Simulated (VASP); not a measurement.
OSZICAR of a VASP run on TiC (rock salt):

File OSZICAR:
```
       N       E                     dE             d eps       ncg     rms          rms(c)
DAV:   1     0.115413166309E+03    0.11541E+03   -0.84753E+03  3484   0.159E+03
DAV:   2    -0.155411873567E+02   -0.13095E+03   -0.12479E+03  3612   0.382E+02
DAV:   3    -0.246846826194E+02   -0.91435E+01   -0.88697E+01  4488   0.964E+01
DAV:   4    -0.251462144242E+02   -0.46153E+00   -0.46063E+00  4600   0.205E+01
DAV:   5    -0.251634093768E+02   -0.17195E-01   -0.17193E-01  4576   0.346E+00    0.194E+01
DAV:   6    -0.203602566045E+02    0.48032E+01   -0.29471E+01  4112   0.702E+01    0.674E+00
DAV:   7    -0.198393689654E+02    0.52089E+00   -0.39856E+00  4060   0.263E+01    0.517E+00
DAV:   8    -0.198000317346E+02    0.39337E-01   -0.19644E-01  3708   0.633E+00    0.219E+00
DAV:   9    -0.198066083004E+02   -0.65766E-02   -0.79392E-02  4016   0.309E+00    0.910E-01
DAV:  10    -0.198023676577E+02    0.42406E-02   -0.16719E-02  4284   0.205E+00    0.396E-01
DAV:  11    -0.198019412551E+02    0.42640E-03   -0.37417E-03  4092   0.846E-01    0.908E-02
DAV:  12    -0.198018260821E+02    0.11517E-03   -0.40750E-04  3732   0.343E-01    0.250E-02
DAV:  13    -0.198018105209E+02    0.15561E-04   -0.30715E-05  5148   0.837E-02    0.516E-03
DAV:  14    -0.198018104450E+02    0.75833E-07   -0.73020E-07  3964   0.103E-02
   1 F= -.19801810E+02 E0= -.19801810E+02  d E =0.000000E+00
```

Problem. Which electronic solver shows in the log?

Solution. It is blocked Davidson (ALGO = Normal, or the opening steps of other solvers). The INCAR had ALGO = Normal.

Problem. Can the final energy be trusted as converged?

Solution. Self-consistency was reached. It stopped with EDIFF = 1E-7, NELM = 100 (PBEsol GGA, plane waves, VASP's PBE PAW potentials (set 64)).

The compound is TiC in the rock salt structure. It was relaxed first.
